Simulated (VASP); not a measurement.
```yaml
crystal:
  lattice:
    - [0.00000, 2.68713, 2.68713]
    - [2.68713, 0.00000, 2.68713]
    - [2.68713, 2.68713, 0.00000]
  atoms:
    - { symbol: Si, position: [0.00000, 0.00000, 0.00000] }
    - { symbol: Si, position: [0.25000, 0.25000, 0.25000] }
```

Computed with MS2 meta-GGA, VASP's PBE PAW potentials (set 64) (plane waves; VASP). Numerical set-up: 520 eV cut-off, 8×8×8 Γ-centred mesh, Gaussian smearing of 0.050 eV, potentials Si.

### Question
The job: Si (diamond), 2 atoms, MS2, static run, 520 eV, 8×8×8 Γ-centred mesh. Roughly how much core time does it take on a busy server core?

### Answer
About 30 core-seconds (one run on a shared machine, a rough figure). It had 29 irreducible k-points, 8 bands, up to 1056 plane waves and 19 electronic steps.

The compound is Si in the diamond structure. This cell is one point of a volume scan, at 0.97 of the reference volume.
